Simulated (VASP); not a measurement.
# PbO (Litharge): structure and properties in VASP, part 4 of 6

Aim: relax PbO (Litharge), then compute properties on the relaxed cell. The start is a cell from a database of measured crystal structures.

VASP 6.6.1, plane waves and PAW; the level of theory is named at each step.

So far, gap on the k-mesh (eV): step 2 (relaxing cell and atoms (LDA)) 1.03; step 6 (density of states (LDA)) 1.01. The relaxed cell has a = 3.948, c = 4.872 Å (conventional setting).

The database entry behind the starting cell differs from later determinations by our own check (an axis about 0.4 % long against later determinations), so it need not match the best structure at ambient conditions.

### 7. Independent-particle dielectric function (LDA)

Level of this step: LDA; plane waves and PAW (Pb_d, O) (VASP).

LOPTICS sums transitions from filled to empty bands. NBANDS is raised for it.

File INCAR:

```
SYSTEM = PbO
PREC = Accurate
ENCUT = 520
EDIFF = 1E-06
NELM = 100
ISMEAR = 0
SIGMA = 0.05
LREAL = .FALSE.
ALGO = Normal
GGA = CA
NBANDS = 52
LORBIT = 11
LWAVE = .FALSE.
LCHARG = .FALSE.
KPAR = 4
LOPTICS = .TRUE.
NEDOS = 1500
CSHIFT = 0.1
```

File POSCAR:

```
PbO
1.0
    3.9476962255      0.0000000000      0.0000000000
    0.0000000000      3.9476962255      0.0000000000
    0.0000000000      0.0000000000      4.8719423396
Pb O
2 2
Direct
    0.0000000000      0.5000000000      0.2422465217
    0.5000000000      0.0000000000      0.7577534783
    0.0000000000      0.0000000000      0.0000000000
    0.5000000000      0.5000000000      0.0000000000
```

File KPOINTS:

```
Automatic mesh
0
Gamma
8 8 7
0 0 0
```

The projector-augmented-wave data sets are Pb_d and O (LDA family, release 64).

Command:

```bash
> mpirun -np 4 vasp_std
```

Output:

```text
[... set-up lines as in an earlier step ...]
 entering main loop
       N       E                     dE             d eps       ncg     rms          rms(c)
DAV:   1     0.483833965749E+03    0.48383E+03   -0.16200E+04  6604   0.923E+02
DAV:   2     0.452289616585E+02   -0.43861E+03   -0.38845E+03  6304   0.299E+02
DAV:   3    -0.256512103172E+02   -0.70880E+02   -0.68555E+02  6900   0.114E+02
DAV:   4    -0.286608175671E+02   -0.30096E+01   -0.30018E+01  7732   0.250E+01
DAV:   5    -0.287424185131E+02   -0.81601E-01   -0.81582E-01  8088   0.441E+00    0.119E+01
DAV:   6    -0.247371060537E+02    0.40053E+01   -0.13700E+01  9648   0.214E+01    0.534E+00
DAV:   7    -0.244763808669E+02    0.26073E+00   -0.19982E+00  7880   0.651E+00    0.226E+00
DAV:   8    -0.244042973507E+02    0.72084E-01   -0.35490E-01  7340   0.234E+00    0.414E-01
DAV:   9    -0.244035255716E+02    0.77178E-03   -0.11715E-02  9524   0.468E-01    0.209E-01
DAV:  10    -0.244035366917E+02   -0.11120E-04   -0.35135E-03  9428   0.363E-01    0.855E-02
DAV:  11    -0.244033161085E+02    0.22058E-03   -0.45445E-04  9168   0.163E-01    0.164E-02
DAV:  12    -0.244033188598E+02   -0.27512E-05   -0.34595E-05  8416   0.255E-02    0.982E-03
DAV:  13    -0.244033166649E+02    0.21949E-05   -0.10524E-05  8384   0.189E-02    0.519E-03
DAV:  14    -0.244033164026E+02    0.26226E-06   -0.83604E-07  4404   0.454E-03
   1 F= -.24403316E+02 E0= -.24403316E+02  d E =-.954226E-13
 optical routines
 imaginary and real dielectric function
 recalculating local potential from charge density
 direction            1
 direction            2
 direction            3
```

Wall time 30 s (4 MPI ranks of Intel Xeon 6975P-C (Granite Rapids), shared host); peak memory 1.8 GiB; 2 min of CPU time.

From OUTCAR (step 7):

```text
   k-points           NKPTS =     60   k-points in BZ     NKDIM =     60   number of bands    NBANDS=     52

   NELECT =      40.0000    total number of electrons

 E-fermi :   5.5604

 k-point     1 :       0.0000    0.0000    0.0000
  band No.  band energies     occupation
    ...
     16       0.8061      2.00000
     17       3.5072      2.00000
     18       3.5334      2.00000
     19       3.5334      2.00000
     20       5.3055      2.00000
     21       7.8157      0.00000
     22      10.8689      0.00000
     23      10.8689      0.00000
     24      10.9551      0.00000
     25      12.0318      0.00000
    ...

  Total       -0.0156170     -0.0156170     -0.0029797      0.0000000      0.0000000      0.0000000
  in kB       -0.3295485     -0.3295485     -0.0628778      0.0000000      0.0000000      0.0000000
  external PRESSURE =      -0.2406583 kB  Pullay stress =       0.0000000 kB

 POSITION                                       TOTAL-FORCE (eV/Angst)
 -----------------------------------------------------------------------------------
      0.00000      1.97385      1.18021        -0.000000      0.000000      0.005773
      1.97385      0.00000      3.69173         0.000000      0.000000     -0.005773
      0.00000      0.00000      0.00000        -0.000000      0.000000      0.000000
      1.97385      1.97385      0.00000        -0.000000     -0.000000      0.000000
 -----------------------------------------------------------------------------------
    total drift:                                0.000000      0.000000     -0.000000

  FREE ENERGIE OF THE ION-ELECTRON SYSTEM (eV)
  ---------------------------------------------------
  free  energy   TOTEN  =       -24.4033164026 eV

  energy  without entropy=      -24.4033164026  energy(sigma->0) =      -24.40331640

 plasma frequency squared (from intraband transitions) (eV^2)
  --------------------------------------------------------------------------------------
       0.000       0.000      -0.000
       0.000       0.000       0.000
      -0.000       0.000       0.000

[... 9 parts as in an earlier step ...]

[... 7 further parts left out ...]
```

These are independent-particle spectra without excitons or local fields, and fine structure depends on the mesh and on CSHIFT.

Numbers from this step:

* bands: 52
* Fermi energy: 5.560 eV
* pressure: -0.02407 GPa

The imaginary dielectric function has structure finer than the step of the table below, so its rows give means over 1 eV, whole bins alone (the curve runs from 0 to 25.0 eV). Peaks (eV: height): xx 3.7: 14.1, 4.4: 14.4, 5.4: 7.93; zz 4.5: 14.4, 7.2: 6.67.

The imaginary dielectric function by photon energy; means over each step:

| photon energy (eV) | xx | zz |
| --- | --- | --- |
| 1 | 0.0822 | 0.0665 |
| 2 | 0.538 | 0.439 |
| 3 | 4.99 | 3.64 |
| 4 | 12.2 | 9.17 |
| 5 | 8.12 | 8.81 |
| 6 | 5.69 | 5.25 |
| 7 | 5.59 | 5.29 |
| 8 | 2.84 | 3.36 |
| 9 | 2.61 | 1.82 |
| 10 | 2.59 | 1.92 |
| 11 | 1.92 | 2.54 |
| 12 | 1.07 | 1.36 |
| 13 | 0.929 | 1.05 |
| 14 | 1.06 | 0.689 |
| 15 | 1.55 | 1.13 |
| 16 | 1.26 | 0.998 |
| 17 | 0.885 | 0.657 |
| 18 | 0.856 | 0.831 |
| 19 | 0.908 | 1.07 |
| 20 | 0.672 | 0.886 |
| 21 | 0.558 | 0.794 |
| 22 | 0.527 | 0.770 |
| 23 | 0.681 | 0.711 |
| 24 | 0.424 | 0.523 |

Table of real dielectric function by photon energy:

| photon energy (eV) | xx | zz |
| --- | --- | --- |
| 0 | 7.63 | 6.83 |
| 1 | 7.99 | 7.12 |
| 2 | 9.65 | 8.43 |
| 3 | 13.9 | 11.2 |
| 4 | 8.21 | 8.70 |
| 5 | -0.810 | -0.831 |
| 6 | 1.35 | 0.490 |
| 7 | -1.62 | 0.425 |
| 8 | -0.633 | -1.46 |
| 9 | -0.0222 | -0.504 |
| 10 | 0.501 | 0.577 |
| 11 | -0.913 | -0.223 |
| 12 | -0.354 | -0.488 |
| 13 | 0.159 | 0.0140 |
| 14 | 0.523 | 0.326 |
| 15 | 0.604 | 0.923 |
| 16 | 0.0362 | 0.160 |
| 17 | 0.0698 | 0.641 |
| 18 | 0.416 | 0.927 |
| 19 | 0.361 | 0.746 |
| 20 | 0.214 | 0.379 |
| 21 | 0.431 | 0.678 |
| 22 | 0.527 | 0.418 |
| 23 | 0.524 | 0.564 |
| 24 | 0.336 | 0.388 |

The mean of ε2 over directions passes 5 % of its top at 2.18 eV, against a least direct gap of 2.15 eV on this mesh, so absorption sets in close to the direct gap. The indirect gap (1.01 eV in the band run) doesn't show, since phonons are left out.

### 8. Band structure (LDA + SOC)

This step: LDA, spin-orbit coupling; plane waves and PAW (Pb_d, O) (VASP 6.6.1).

Levels along the symmetry lines show where the bands peak and cross; KPOINTS_OPT computes them in the converged potential. Spin-orbit coupling needs spinors and the noncollinear program, where each band holds one electron.

Changes to INCAR since step 7:

```diff
@@ -10,3 +10,8 @@
 GGA = CA
+LNONCOLLINEAR = .TRUE.
+MAGMOM = 0 0 0 0 0 0 0 0 0 0 0 0
 NBANDS = 52
+GGA_COMPAT = .FALSE.
+LASPH = .TRUE.
+LSORBIT = .TRUE.
 LORBIT = 11
@@ -15,4 +20 @@
 KPAR = 4
-LOPTICS = .TRUE.
-NEDOS = 1500
-CSHIFT = 0.1
```

POSCAR is that of step 7.

File KPOINTS:

```
Automatic mesh
0
Gamma
5 5 4
0 0 0
```

File KPOINTS_OPT:

```
Line mode
16
Line-mode
Reciprocal
  0.00000000   0.00000000   0.00000000 GAMMA
  0.00000000   0.50000000   0.00000000 X

  0.00000000   0.50000000   0.00000000 X
  0.50000000   0.50000000   0.00000000 M

  0.50000000   0.50000000   0.00000000 M
  0.00000000   0.00000000   0.00000000 GAMMA

  0.00000000   0.00000000   0.00000000 GAMMA
  0.00000000   0.00000000   0.50000000 Z

  0.00000000   0.00000000   0.50000000 Z
  0.00000000   0.50000000   0.50000000 R

  0.00000000   0.50000000   0.50000000 R
  0.50000000   0.50000000   0.50000000 A

  0.50000000   0.50000000   0.50000000 A
  0.00000000   0.00000000   0.50000000 Z

  0.00000000   0.50000000   0.00000000 X
  0.00000000   0.50000000   0.50000000 R

  0.50000000   0.50000000   0.00000000 M
  0.50000000   0.50000000   0.50000000 A
```

Command:

```bash
> mpirun -np 4 vasp_ncl
```

Output:

```text
[... set-up lines as in an earlier step ...]
 entering main loop
       N       E                     dE             d eps       ncg     rms          rms(c)
DAV:   1     0.546129432167E+03    0.54613E+03   -0.18785E+04  1872   0.186E+03
DAV:   2     0.672560736727E+02   -0.47887E+03   -0.45283E+03  1928   0.524E+02
DAV:   3    -0.222819247691E+02   -0.89538E+02   -0.84590E+02  2312   0.245E+02
DAV:   4    -0.291793457988E+02   -0.68974E+01   -0.67965E+01  2520   0.693E+01
DAV:   5    -0.293362196717E+02   -0.15687E+00   -0.15664E+00  2488   0.121E+01    0.117E+01
DAV:   6    -0.253688377682E+02    0.39674E+01   -0.14348E+01  2868   0.433E+01    0.502E+00
DAV:   7    -0.252357052607E+02    0.13313E+00   -0.25592E+00  2524   0.146E+01    0.246E+00
DAV:   8    -0.251936548618E+02    0.42050E-01   -0.56064E-01  2668   0.528E+00    0.755E-01
DAV:   9    -0.251755299390E+02    0.18125E-01   -0.29197E-02  2964   0.291E+00    0.168E-01
DAV:  10    -0.251763530090E+02   -0.82307E-03   -0.85000E-03  2464   0.822E-01    0.104E-01
DAV:  11    -0.251765797734E+02   -0.22676E-03   -0.67078E-04  3184   0.277E-01    0.746E-02
DAV:  12    -0.251764527106E+02    0.12706E-03   -0.39669E-04  2768   0.305E-01    0.183E-02
DAV:  13    -0.251764539467E+02   -0.12361E-05   -0.67876E-05  2500   0.713E-02    0.145E-02
DAV:  14    -0.251764526770E+02    0.12697E-05   -0.70219E-06  2608   0.213E-02    0.790E-03
DAV:  15    -0.251764518821E+02    0.79486E-06   -0.11911E-06  1408   0.108E-02
   1 F= -.25176452E+02 E0= -.25176452E+02  d E =-.340300E-16  mag=     0.0000    -0.0000    -0.0000
 Start KPOINTS_OPT (optional k-point list driver)
k-point batch [1-18\144]
       N       E                     dE             ncg
DAV:   1     0.582567894229E+04   -0.23126E+04     1872
DAV:   2    -0.257848428297E+04   -0.84042E+04     1880
DAV:   3    -0.408550416815E+04   -0.15070E+04     2260
DAV:   4    -0.420959841807E+04   -0.12409E+03     2484
DAV:   5    -0.421318378532E+04   -0.35854E+01     2536
DAV:   6    -0.421333473522E+04   -0.15095E+00     2544
DAV:   7    -0.421334236818E+04   -0.76330E-02     2836
DAV:   8    -0.421334256549E+04   -0.19730E-03     2676
DAV:   9    -0.421334256857E+04   -0.30849E-05     1952
DAV:  10    -0.421334256880E+04   -0.22363E-06     1452
[...]
k-point batch [127-144\144]
       N       E                     dE             ncg
DAV:   1     0.554925782852E+04   -0.19319E+05     1872
DAV:   2    -0.272079819332E+04   -0.82701E+04     1968
DAV:   3    -0.410143649588E+04   -0.13806E+04     2288
DAV:   4    -0.421597600714E+04   -0.11454E+03     2452
DAV:   5    -0.421894975807E+04   -0.29738E+01     2436
DAV:   6    -0.421907547879E+04   -0.12572E+00     2476
DAV:   7    -0.421908383859E+04   -0.83598E-02     2696
DAV:   8    -0.421908409280E+04   -0.25421E-03     2612
DAV:   9    -0.421908409662E+04   -0.38239E-05     1944
DAV:  10    -0.421908409685E+04   -0.23127E-06     1324
```

Run time: 2.1 min. Hardware: 4 MPI ranks; peak memory 1.5 GiB.

From OUTCAR (step 8):

```text
   k-points           NKPTS =     18   k-points in BZ     NKDIM =     18   number of bands    NBANDS=     52

   NELECT =      40.0000    total number of electrons

 E-fermi :   5.5430

 k-point     1 :       0.0000    0.0000    0.0000
  band No.  band energies     occupation
    ...
     36       3.4412      1.00000
     37       3.5359      1.00000
     38       3.5359      1.00000
     39       5.2703      1.00000
     40       5.2703      1.00000
     41       7.6375      0.00000
     42       7.6375      0.00000
     43       9.9310      0.00000
     44       9.9310      0.00000
     45      10.5068      0.00000
    ...

  Total       -0.1487099     -0.1487099      0.0094961      0.0000000      0.0000000      0.0000000
  in kB       -3.1380579     -3.1380579      0.2003855      0.0000000      0.0000000      0.0000000
  external PRESSURE =      -2.0252434 kB  Pullay stress =       0.0000000 kB

 POSITION                                       TOTAL-FORCE (eV/Angst)
 -----------------------------------------------------------------------------------
      0.00000      1.97385      1.18021        -0.000000      0.000000      0.028661
      1.97385      0.00000      3.69173         0.000000      0.000000     -0.028661
      0.00000      0.00000      0.00000        -0.000000      0.000000      0.000000
      1.97385      1.97385      0.00000        -0.000000     -0.000000      0.000000
 -----------------------------------------------------------------------------------
    total drift:                                0.000000      0.000000      0.000000

  FREE ENERGIE OF THE ION-ELECTRON SYSTEM (eV)
  ---------------------------------------------------
  free  energy   TOTEN  =       -25.1764518821 eV

  energy  without entropy=      -25.1764518821  energy(sigma->0) =      -25.17645188

 Spin-Orbit-Coupling matrix elements
 Ion:    1  E_soc:     -0.7989784
 Ion:    2  E_soc:     -0.7989784
 Ion:    3  E_soc:     -0.0009832
 Ion:    4  E_soc:     -0.0009832

 magnetization (x)
# of ion       s       p       d       tot
------------------------------------------
    1        0.000  -0.000   0.000  -0.000
    2        0.000   0.000   0.000   0.000
    3        0.000   0.000   0.000   0.000
    4        0.000   0.000   0.000   0.000
--------------------------------------------------
tot          0.000  -0.000   0.000  -0.000

 magnetization (y)
# of ion       s       p       d       tot
------------------------------------------
    1        0.000   0.000  -0.000   0.000
    2        0.000   0.000  -0.000   0.000
    3        0.000   0.000   0.000   0.000
    4        0.000   0.000   0.000   0.000
--------------------------------------------------
tot          0.000   0.000  -0.000   0.000

 magnetization (z)
# of ion       s       p       d       tot
------------------------------------------
    1        0.000   0.000   0.000   0.000
    2        0.000   0.000   0.000   0.000
    3        0.000   0.000   0.000   0.000
    4        0.000   0.000   0.000   0.000
--------------------------------------------------
tot          0.000   0.000   0.000   0.000

[... 7 parts as in an earlier step ...]

[... 9 further parts left out ...]
```

LASPH is switched on together with spin-orbit coupling, so the change from the scalar run holds both. VASP adds spin-orbit coupling inside the spheres on scalar-relativistic partial waves, which describe the 6p1/2 states imperfectly, so such gaps can be off by a tenth of an eV or more.

This step gave:

- SCF cycles: 15
- irreducible k-points: 18
- free energy (TOTEN): -25.18 eV
- Fermi energy: 5.543 eV
- pressure: -0.2025 GPa
- least gap on mesh and path: 0.9911 eV
- least direct gap on mesh and path: 2.181 eV
- valence top at k: 0.1, 0.1, 0
- least direct gap at k: 0, 0, 0.2

On-site spin-orbit energy by atom:

| atom | on-site spin-orbit energy (eV) |
| --- | --- |
| Pb1 | -0.799 |
| Pb2 | -0.799 |
| O3 | -0.001 |
| O4 | -0.001 |

The electronic bands at the labelled points (eV, zero at the valence-band top; v1 is the highest filled band, c1 the lowest empty one):

| point | v4 | v3 | v2 | v1 | c1 | c2 | c3 | c4 |
| --- | --- | --- | --- | --- | --- | --- | --- | --- |
| Γ | -1.75 | -1.75 | -0.02 | -0.02 | 2.35 | 2.35 | 4.64 | 4.64 |
| 0.47 of the way | -2.06 | -2.06 | -0.16 | -0.16 | 3.21 | 3.21 | 3.63 | 3.63 |
| X | -1.79 | -1.79 | -1.79 | -1.79 | 3.36 | 3.36 | 3.36 | 3.36 |
| 0.53 of the way | -1.59 | -1.59 | -1.46 | -1.46 | 2.26 | 2.26 | 2.33 | 2.33 |
| M | -1.19 | -1.19 | -1.19 | -1.19 | 0.99 | 0.99 | 0.99 | 0.99 |
| 0.47 of the way | -1.40 | -1.40 | -0.60 | -0.60 | 2.70 | 2.70 | 3.21 | 3.21 |
| Γ | -1.75 | -1.75 | -0.02 | -0.02 | 2.35 | 2.35 | 4.64 | 4.64 |
| 0.47 of the way | -1.76 | -1.76 | -0.30 | -0.30 | 1.88 | 1.88 | 3.93 | 3.93 |
| Z | -1.77 | -1.77 | -1.03 | -1.03 | 1.68 | 1.68 | 3.43 | 3.43 |
| 0.53 of the way | -1.17 | -1.17 | -1.01 | -1.01 | 2.02 | 2.02 | 3.12 | 3.12 |
| R | -1.05 | -1.05 | -1.05 | -1.05 | 3.05 | 3.05 | 3.05 | 3.05 |
| 0.53 of the way | -1.69 | -1.69 | -1.55 | -1.55 | 3.35 | 3.35 | 3.39 | 3.39 |
| A | -1.19 | -1.19 | -1.19 | -1.19 | 3.27 | 3.27 | 3.27 | 3.27 |
| 0.47 of the way | -1.41 | -1.41 | -1.18 | -1.18 | 2.31 | 2.31 | 3.55 | 3.55 |
| Z | -1.77 | -1.77 | -1.03 | -1.03 | 1.68 | 1.68 | 3.43 | 3.43 |
| jump to X | -1.79 | -1.79 | -1.79 | -1.79 | 3.36 | 3.36 | 3.36 | 3.36 |
| 0.47 of the way | -1.41 | -1.41 | -1.41 | -1.41 | 3.22 | 3.22 | 3.22 | 3.22 |
| R | -1.05 | -1.05 | -1.05 | -1.05 | 3.05 | 3.05 | 3.05 | 3.05 |
| jump to M | -1.19 | -1.19 | -1.19 | -1.19 | 0.99 | 0.99 | 0.99 | 0.99 |
| 0.47 of the way | -1.19 | -1.19 | -1.19 | -1.19 | 1.76 | 1.76 | 1.76 | 1.76 |
| A | -1.19 | -1.19 | -1.19 | -1.19 | 3.27 | 3.27 | 3.27 | 3.27 |

Of the projections kept (Pb, O), the largest for each band there; the rest of the weight can lie on other orbitals:

| point | v4 | v3 | v2 | v1 | c1 | c2 | c3 | c4 |
| --- | --- | --- | --- | --- | --- | --- | --- | --- |
| Γ | O 0.91 | O 0.91 | O 0.58 | O 0.58 | Pb 0.79 | Pb 0.79 | Pb 0.94 | Pb 0.94 |
| X | O 0.60 | O 0.60 | O 0.60 | O 0.60 | Pb 0.58 | Pb 0.58 | Pb 0.58 | Pb 0.58 |
| M | O 0.97 | O 0.97 | O 0.97 | O 0.97 | Pb 0.80 | Pb 0.80 | Pb 0.80 | Pb 0.80 |
| Γ | O 0.91 | O 0.91 | O 0.58 | O 0.58 | Pb 0.79 | Pb 0.79 | Pb 0.94 | Pb 0.94 |
| Z | O 0.90 | O 0.90 | O 0.78 | O 0.78 | Pb 0.86 | Pb 0.86 | Pb 0.91 | Pb 0.91 |
| R | O 0.69 | O 0.69 | O 0.69 | O 0.69 | O 0.58 | O 0.58 | O 0.58 | O 0.58 |

The gap moves by -0.01 eV against LDA, which ran on another mesh.

(Continued in part 5 of 6.)

[Lines on the potential files, build, host, timing and source positions are cut from VASP's logs without a mark.]

[Logs are printed without paths, hosts, clocks, repeated set-up lines and the standing remarks that a program may print on its own settings, such as how far it seeks lower states.]

[Hosts, paths, dates, database ids (printed as entryN), source tags and the programs' standing remarks are cut or masked in the printed files.]

[A measured line is paired with the nearest computed mode of its activity, which favours agreement.]
